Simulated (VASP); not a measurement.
Computed with LDA (Ceperley-Alder, Perdew-Zunger), VASP's LDA PAW potentials (set 64) (plane waves; VASP).

A VASP calculation is set up with these files.

**INCAR**
```
# general
SYSTEM=CaC2
PREC  =Accurate
ENCUT =400
LREAL =.FALSE.
LASPH =.TRUE.

# electronic loop
EDIFF =1E-6
NELM  =100
ALGO  =Normal

# smearing
ISMEAR=0
SIGMA =0.01

# ions
ISIF  =2

# output
LWAVE =.FALSE.
LCHARG=.FALSE.
```

POSCAR:
```
CaC2
4.2114770
 -0.4592925475   0.4592925475   0.7603294521
  0.4592925475  -0.4592925475   0.7603294521
  0.4592925475   0.4592925475  -0.7603294521
Ca C
1 2
direct
  0.0000000000   0.0000000000   0.0000000000
  0.5978900000   0.5978900000   0.0000000000
  0.4021100000   0.4021100000   0.0000000000
```

KPOINTS:
```
K-points
0
Gamma
 12 12 12
0 0 0
```

POTCAR, in this order: Ca_sv C (LDA.64 set). Program: vasp_std.

At this cut-off the stress carries a Pulay error, which pulls relaxed volumes low.

Question: Predict the energy per atom (σ→0), pressure, largest force.

Answer: 
| Item | Result |
|---|---|
| energy per atom (σ→0) | -7.385 eV/atom |
| pressure | -4.86 GPa |
| largest force | 0.200 eV/Å |

File OSZICAR:
```
...
DAV:   8    -0.221644970935E+02    0.75604E-02   -0.26659E-01  5363   0.361E+00    0.506E-01
DAV:   9    -0.221553240502E+02    0.91730E-02   -0.36702E-02  5599   0.124E+00    0.147E-01
DAV:  10    -0.221553855700E+02   -0.61520E-04   -0.42121E-03  6692   0.473E-01    0.579E-02
DAV:  11    -0.221554430801E+02   -0.57510E-04   -0.24509E-04  6143   0.115E-01    0.471E-02
DAV:  12    -0.221554061872E+02    0.36893E-04   -0.13510E-04  5486   0.105E-01    0.102E-02
DAV:  13    -0.221554041545E+02    0.20327E-05   -0.23875E-05  6149   0.333E-02    0.245E-03
DAV:  14    -0.221554042239E+02   -0.69338E-07   -0.12794E-06  3971   0.103E-02
   1 F= -.22155404E+02 E0= -.22155404E+02  d E =-.149553E-61
```

The structure comes from a computed database's CaC2 entry (I4/mmm); how it stands against other phases isn't given here. The cell was not relaxed at this level.
